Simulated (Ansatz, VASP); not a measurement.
# ZrC: VASP beside Ansatz, part 3 of 3

Wanted: the spread between two codes on one cell, functional and k mesh. The cell is taken from a series of runs on this material, whose earlier steps may have relaxed, scaled, displaced or heated it; both programs get it as it stands.

VASP 6.6.1 and Ansatz 0.2.0.

So far: VASP: zone-centre phonons, PBE; Ansatz: zone-centre phonons, PBE; Comparison; VASP: zone-centre phonons, RPBE; Ansatz: zone-centre phonons, RPBE; Side by side.

### Step 8. VASP: zone-centre phonons, BLYP

Level of this step: BLYP; plane waves and PAW (Zr_sv, C) (VASP).

Second derivatives magnify differences that forces hide, and they need a tight electronic threshold. The cell compared in this pair holds 27.07 Å³, against 26.50 Å³ for the pair before.

INCAR reads:

```
SYSTEM = ZrC
PREC = Accurate
ENCUT = 600
EDIFF = 1E-08
NELM = 120
ISMEAR = 1
SIGMA = 0.15
LREAL = .FALSE.
ALGO = Normal
GGA = B5
ALDAX = 1
AGGAX = 1
AGGAC = 1
ALDAC = 0
NBANDS = 14
LASPH = .TRUE.
LORBIT = 11
LWAVE = .FALSE.
LCHARG = .FALSE.
ISIF = 2
IBRION = 8
GGA_COMPAT = .FALSE.
KPAR = 2
```

POSCAR reads:

```
ZrC
1.0
    0.0000000000      2.3832293384      2.3832293384
    2.3832293384      0.0000000000      2.3832293384
    2.3832293384      2.3832293384      0.0000000000
Zr C
1 1
Direct
    0.5000000000      0.5000000000      0.5000000000
    0.0000000000      0.0000000000      0.0000000000
```

KPOINTS reads:

```
Automatic mesh
0
Gamma
16 16 16
0 0 0
```

Potentials, in the order of the species: Zr_sv and C (PBE family, release 64).

Command:

```
> mpirun -np 2 vasp_std
```

What it wrote:

```text
[banner, memory and clock lines left out]
running    2 mpi-ranks, on    1 nodes
[...]
[... a notice as in an earlier step ...]

 LDA part: xc-table for (Slater(with rela. corr.)+VWN5), standard interpolation
 POSCAR, INCAR and KPOINTS ok, starting setup
[...]
entering main loop
       N       E                     dE             d eps       ncg     rms          rms(c)
DAV:   1     0.113935117394E+03    0.11394E+03   -0.93947E+03  4060   0.128E+03
DAV:   2    -0.147346197330E+02   -0.12867E+03   -0.12004E+03  5076   0.318E+02
DAV:   3    -0.218072715191E+02   -0.70727E+01   -0.70117E+01  6888   0.640E+01
DAV:   4    -0.219353013209E+02   -0.12803E+00   -0.12799E+00  4886   0.614E+00
[...]
DAV:  14    -0.176992249285E+02   -0.99960E-07   -0.32108E-08  4914   0.147E-03    0.473E-04
DAV:  15    -0.176992249556E+02   -0.27098E-07   -0.61427E-09  3122   0.819E-04    0.546E-04
DAV:  16    -0.176992249543E+02    0.13331E-08   -0.17195E-09  2366   0.394E-04
   1 F= -.17699225E+02 E0= -.17699040E+02  d E =-.556031E-03
[...]
RMM:  13    -0.652266178177E+00   -0.79953E-06   -0.40701E-06 25212   0.157E-03    0.107E-04
RMM:  14    -0.652265339918E+00    0.83826E-06   -0.29442E-06 23872   0.121E-03    0.113E-04
RMM:  15    -0.652265483200E+00   -0.14328E-06   -0.23692E-06 21580   0.100E-03    0.112E-04
 first order change of Fermi-energy   0.21810E-04
 force on displaced ion       1 direction 1 :  -5.437   0.000   0.000
 Linear response progress:
  Degree of freedom:   2/  2
       N       E                     dE             d eps       ncg     rms          rms(c)
RMM:   1    -0.127991065139E+00   -0.12799E+00   -0.13385E-02 22209   0.164E+00
RMM:   2    -0.121783246356E+00    0.62078E-02   -0.34438E-03 18146   0.350E-01    0.138E-01
RMM:   3    -0.122543375414E+00   -0.76013E-03   -0.12237E-03 17442   0.168E-01    0.644E-02
RMM:   4    -0.123735564509E+00   -0.11922E-02   -0.52722E-04 17566   0.122E-01    0.181E-02
[...]
RMM:  11    -0.123871029685E+00   -0.98900E-08   -0.33673E-07 22576   0.252E-04    0.719E-06
RMM:  12    -0.123871105114E+00   -0.75429E-07   -0.45265E-07 23437   0.121E-04    0.512E-06
RMM:  13    -0.123871096080E+00    0.90340E-08   -0.60280E-08 23622   0.585E-05    0.204E-06
 first order change of Fermi-energy   0.38836E-03
 force on displaced ion       2 direction 1 :  -5.418   0.000   0.000
 Linear response finished
```

From OUTCAR (step 8):

```text
  Total       -0.0477821     -0.0477821     -0.0477821      0.0000000      0.0000000      0.0000000
  in kB       -2.8277974     -2.8277974     -2.8277974      0.0000000      0.0000000      0.0000000
  external PRESSURE =      -2.8277974 kB  Pullay stress =       0.0000000 kB

 POSITION                                       TOTAL-FORCE (eV/Angst)
 -----------------------------------------------------------------------------------
      2.38323      2.38323      2.38323        -0.000000      0.000000     -0.000000
      0.00000      0.00000      0.00000         0.000000     -0.000000      0.000000
 -----------------------------------------------------------------------------------
    total drift:                                0.000000      0.000000      0.000000

[... 1 part as in an earlier step ...]

[... 1 further part left out ...]
```

### Step 9. Ansatz: zone-centre phonons, BLYP

The same cell, functional (in two slightly different forms), mesh and smearing now go to Ansatz, which takes its cutoff from its data sets.

The cell is taken from a series of runs on this material, whose earlier steps may have relaxed, scaled, displaced or heated it; both programs get it as it stands.

input.yaml reads:

```yaml
crystal:
  lattice:
    - [0.0, 2.3832293384, 2.3832293384]
    - [2.3832293384, 0.0, 2.3832293384]
    - [2.3832293384, 2.3832293384, 0.0]
  atoms:
    - { symbol: Zr, position: [0.5, 0.5, 0.5] }
    - { symbol: C, position: [0.0, 0.0, 0.0] }
kpoints:
  mp_grid: { grid: [16, 16, 16] }
hamiltonian:
  xc: blyp
  pseudopotentials: { kind: nc }
scf:
  occupations: { method: methfessel_paxton, width: 0.15 }
output:
  eigenvalues: true
phonons:
  method: dfpt
  qmesh: [2, 2, 2]
  temperatures: { t_max: 1000, t_step: 50 }
  qpath:
    path:
      - [[0.0, 0.0, 0.0], [0.5, 0.0, 0.5], [0.625, 0.25, 0.625]]
      - [[0.375, 0.375, 0.75], [0.0, 0.0, 0.0], [0.5, 0.5, 0.5], [0.5, 0.25, 0.75], [0.5, 0.0, 0.5]]
    npoints: 10
```

Command:

```
> ansatz run input.yaml --threads 4 --pin off --max-ram 7168MiB --backend cpu --events-out ev --progress --plain --runs-dir out
```

What it wrote:

```text
[...]
Crystal: 2 atoms, lattice volume = 27.072 Å³
Basis set: ecut = 1115.666836 eV, 2277 PW (Γ), exchange–correlation on 80×80×80 points (8 copies of the dense FFT grid, shifted against one another)
Bands: 12, of which v1, the nominal top of the filled ones, is band 8 counted from 1 (7 counted from 0)
Symmetry: 48 space group operations
k-points: 145 of 4096
[...]
k-point 144: bands = [... 4 lower, 5.4336, 12.2642, 12.5835, 12.5835, 17.9302, 17.9302, 20.0178, 21.3151]
[...]
ASR residual: 3.277e-4 → 0.000e0 eV/Å²; symmetrization residual: 1.124e-6 eV/Å²
  ASR residual per site (eV/Å²): 3.28e-4 2.61e-5
  Γ frequencies (cm⁻¹): 0.00 0.00 0.00 374.81 374.81 374.81
--- Phonons (arbitrary-q DFPT): 3 irreducible q on the 2×2×2 mesh ---
[...]
interpolated dispersion: 62 rows × 6 modes
[...]
[key lines of the parts left out:]
SCF converged after 9 iterations
Free energy (F): -1539.267162 eV
Fermi energy:    14.795854 eV
```

### Step 10. Side by side

What differs besides the data sets and the points named for the pairs above, as far as they apply: the cutoff is 1115.67 eV in Ansatz and 600 eV in VASP; VASP's log shows a relativistic correction to its local exchange, Ansatz's none. Total energies have different zeros and are not compared.

The two programs side by side:

```csv
quantity,Ansatz,VASP,difference
optical mode 1 to 3 (cm⁻¹),374.8,372.7,+0.58 %
```

Modes are paired by rising frequency, not by their patterns, so a pair may set unlike modes beside each other; they are those without the splitting of longitudinal modes.

### Step 11. What came out

```
r.m.s. difference of the optical zone-centre modes, each program's sorted by frequency (zone-centre phonons, PBE)  : 1.0 cm⁻¹
r.m.s. difference of the optical zone-centre modes, each program's sorted by frequency (zone-centre phonons, RPBE) : 0.74 cm⁻¹
r.m.s. difference of the optical zone-centre modes, each program's sorted by frequency (zone-centre phonons, BLYP) : 2.1 cm⁻¹
difference in optical mode 1 to 3 (zone-centre phonons, BLYP)                                                      : +0.6 %
```

What this shows: The r.m.s. difference of the optical zone-centre modes, each program's sorted by frequency is 1.0 cm⁻¹ (zone-centre phonons, PBE). Among the rows given in per cent, the largest difference of the zone-centre phonons, BLYP pair is in optical mode 1 to 3, +0.6 %. How closely two codes agree says nothing of how well the functional describes the real material.

[Lines on the potential files, build, host, timing and source positions are cut from VASP's logs without a mark.]

[Logs are printed without paths, hosts, clocks, repeated set-up lines and the standing remarks that a program may print on its own settings, such as how far it seeks lower states.]

[Hosts, paths, dates, database ids (printed as entryN), source tags and the programs' standing remarks are cut or masked in the printed files.]
